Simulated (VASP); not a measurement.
Input for VASP

KPOINTS:
```
Automatic mesh
0
Gamma
15 15 15
0 0 0
```

INCAR:
```
SYSTEM = Ag
PREC = Accurate; ENCUT = 520; LREAL = .False.
LASPH = .True.
EDIFF = 1E-7; NELM = 100; ALGO = Normal
LMAXMIX = 4; LMIXTAU = .True.
ISMEAR = 1; SIGMA = 0.1
METAGGA = R2SCAN
ISIF = 2
LWAVE = .False.; LCHARG = .False.
```

POSCAR:
```
Ag
1
    0.0000000000     2.0322312932     2.0322312932
    2.0322312932     0.0000000000     2.0322312932
    2.0322312932     2.0322312932     0.0000000000
Ag
1
Direct
  0.0000000000   0.0000000000   0.0000000000
```

POTCAR, in this order: Ag (PBE.64 set). Program: vasp_std.

Problem. Translate this r2SCAN calculation to Ansatz.

Solution. One equivalent input (not run):
Ansatz 0.2 input:
```yaml
crystal:
  lattice:
    - [0.0000000, 2.0322313, 2.0322313]
    - [2.0322313, 0.0000000, 2.0322313]
    - [2.0322313, 2.0322313, 0.0000000]
  atoms:
    - { symbol: Ag, position: [0.0000000, 0.0000000, 0.0000000] }
kpoints:
  mp_grid: { grid: [15, 15, 15] }
hamiltonian:
  xc: r2scan
  pseudopotentials: { kind: paw }
scf:
  occupations: { method: methfessel_paxton, width: 0.1 }
  max_iter: 100
output: { forces: true, stress: true, eigenvalues: true }
```
The two are equivalent in intent, not identical: each code has its own PAW files, so the cut-off isn't converted (ENCUT is set for VASP's; basis.ecutwfc is left out, and Ansatz then takes the one that its files recommend); Ansatz stops its SCF on the density residual and VASP on the energy change (EDIFF).

The compound is Ag in the fcc structure. This cell is one point of a volume scan, at 0.97 of the reference volume.
